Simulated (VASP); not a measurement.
An input for Quantum ESPRESSO's pw.x (written as the equivalent of a VASP run, and not itself run):

```
&CONTROL
  calculation = 'relax'
  pseudo_dir = './pseudo'
  outdir = './out'
  tprnfor = .true.
  tstress = .true.
  nstep = 30
  forc_conv_thr = 3.9e-05
/
&SYSTEM
  ibrav = 0
  nat = 4
  ntyp = 2
  ecutwfc = 80
  occupations = 'smearing'
  smearing = 'methfessel-paxton'
  degauss = 0.00735
  input_dft = 'pz'
/
&ELECTRONS
  conv_thr = 7.3e-10
  electron_maxstep = 100
/
&IONS
/
ATOMIC_SPECIES
  Ga 69.723 Ga.upf
  Au 196.967 Au.upf
CELL_PARAMETERS angstrom
    -0.0000000    3.2427006    3.2427006
     3.2427006   -0.0000000    3.2427006
     3.2427006    3.2427006   -0.0000000
ATOMIC_POSITIONS crystal
  Ga   0.2500000  0.2500000  0.2500000
  Ga   0.7500000  0.7500000  0.7500000
  Ga   0.5000000  0.5000000  0.5000000
  Au   0.0000000  0.0000000  1.0000000
K_POINTS automatic
  7 7 7 0 0 0
```

Q: Translate this input to VASP (INCAR, KPOINTS, POSCAR, choice of POTCAR).

A: This is not unique; one that fits is 
### INCAR
```
! general
SYSTEM   =  Ga3Au
PREC     =  Accurate
ENCUT    =  400
LREAL    =  .FALSE.
LASPH    =  .TRUE.

! electronic loop
EDIFF    =  1E-8
NELM     =  100
ALGO     =  Normal
LMAXMIX  =  6

! smearing
ISMEAR   =  1
SIGMA    =  0.1

! ions
IBRION   =  1
NSW      =  30
ISIF     =  2
EDIFFG   =  -0.001

! output
LWAVE    =  .FALSE.
LCHARG   =  .FALSE.
```

**POSCAR**
```
Ga3Au
1
   -0.0000000000     3.2427005829     3.2427005829
    3.2427005829    -0.0000000000     3.2427005829
    3.2427005829     3.2427005829    -0.0000000000
Ga Au
3 1
Direct
  0.2500000000   0.2500000000   0.2500000000
  0.7500000000   0.7500000000   0.7500000000
  0.5000000000   0.5000000000   0.5000000000
  0.0000000000   0.0000000000   1.0000000000
```

KPOINTS:
```
Automatic mesh
0
Gamma
7 7 7
0 0 0
```

POTCAR, in this order: Ga_d Au (LDA.64 set). Program: vasp_std.

Limits of the translation: the potentials are each code's own (VASP's PAW set, PseudoDojo norm-conserving files in pw.x), so ENCUT and ecutwfc are chosen apart and not converted; conv_thr bounds pw.x's estimated SCF error, while EDIFF bounds the energy change between steps; forc_conv_thr acts on force components and is met together with etot_conv_thr.

The structure comes from a computed database's Ga3Au entry (Fm-3m); how it stands against other phases isn't given here. It was relaxed first, which changed the volume by -8 %. The start is the result of an earlier pass.
